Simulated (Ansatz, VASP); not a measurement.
## Two plane-wave programs on TaSiO4

```xyz
6
Lattice="3.6645 0.0000 0.0000 -1.8323 3.1736 0.0000 0.0000 0.0000 7.2625" Properties=species:S:1:pos:R:3 pbc="T T T"
Ta    0.0000    0.0000    3.6312
Si    0.0000    0.0000    0.0000
O     0.0000    0.0000    5.6912
O     0.0000    0.0000    1.5712
O     0.0000    2.1157    3.6312
O     1.8323    1.0579    3.6312
```

Alike in both runs: functional PBE; k mesh 6 × 6 × 4; occupations gaussian, width 0.1 eV; no spin polarisation.

Ansatz relaxed the structure, and its values are those at the end. VASP's run is a single point on that final structure, the one shown.

```csv
,VASP,Ansatz
version,VASP 6.6.1,Ansatz 0.2.0
potentials or method,"VASP PAW PBE potentials, release 64 (Ta_pv, Si, O)","scalar-relativistic, plane waves, PAW"
plane-wave cutoff (eV),520,420
valence electrons in the cell,39,41
```

Ansatz gave:

```
gap on the k mesh at the Fermi level (eV) : none
pressure (GPa)                            : 0.0
rms of the force components (eV/Å)        : 0.001
```

What did VASP give for the same quantities?

gap on the k mesh at the Fermi level (eV): none; pressure (GPa): 0.4; rms of the force components (eV/Å): 0.038.

A gap of «none» marks a metal or a gap that the smearing closes. The two sets of potentials don't hold the same shells in valence.

Caveats: an odd number of electrons without spin polarisation forces a metal; a magnetic or distorted state may lie lower. Spin-orbit coupling is left out, which matters for the levels of Ta.
